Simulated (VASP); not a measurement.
An input for Quantum ESPRESSO's pw.x (written as the equivalent of a VASP run, and not itself run):

```
&CONTROL
  calculation = 'vc-relax'
  pseudo_dir = './pseudo'
  outdir = './out'
  tprnfor = .true.
  tstress = .true.
  nstep = 40
  forc_conv_thr = 0.00078
/
&SYSTEM
  ibrav = 0
  nat = 2
  ntyp = 2
  ecutwfc = 82.3
  occupations = 'smearing'
  smearing = 'gaussian'
  degauss = 0.003675
  input_dft = 'pbesol'
/
&ELECTRONS
  conv_thr = 7.3e-08
  electron_maxstep = 100
/
&IONS
/
&CELL
  press = 450
/
ATOMIC_SPECIES
  Hg 200.592 Hg.upf
  Te 127.600 Te.upf
CELL_PARAMETERS angstrom
    -0.0000000    2.8590074    2.8590074
     2.8590074   -0.0000000    2.8590074
     2.8590074    2.8590074   -0.0000000
ATOMIC_POSITIONS crystal
  Hg   0.0000000  0.0000000  0.0000000
  Te   0.2500000  0.2500000  0.2500000
K_POINTS automatic
  8 8 8 0 0 0
```

Problem. Write the VASP files for the same calculation (PBEsol).

Solution. This is not unique; one that fits is 
**INCAR**
```
ALGO = Normal
EDIFF = 1E-6
EDIFFG = -0.02
ENCUT = 500
GGA = PS
IBRION = 2
ISIF = 3
ISMEAR = 0
LASPH = .TRUE.
LCHARG = .FALSE.
LMAXMIX = 6
LREAL = .FALSE.
LWAVE = .FALSE.
NELM = 100
NSW = 40
PREC = Accurate
PSTRESS = 450
SIGMA = 0.05
SYSTEM = HgTe
```

### KPOINTS
```
Automatic mesh
0
Gamma
8 8 8
0 0 0
```

POSCAR:
```
HgTe
1
   -0.0000000000     2.8590074431     2.8590074431
    2.8590074431    -0.0000000000     2.8590074431
    2.8590074431     2.8590074431    -0.0000000000
Hg Te
1 1
Direct
  0.0000000000   0.0000000000   0.0000000000
  0.2500000000   0.2500000000   0.2500000000
```

POTCAR, in this order: Hg Te (PBE.64 set). Program: vasp_std.

Limits of the translation: the potentials are each code's own (VASP's PAW set, PseudoDojo norm-conserving files in pw.x), so ENCUT and ecutwfc are chosen apart and not converted; conv_thr bounds pw.x's estimated SCF error, while EDIFF bounds the energy change between steps; forc_conv_thr acts on force components and is met together with etot_conv_thr.

The compound is HgTe in the zinc blende structure. It was relaxed first under an external pressure of 45 GPa.
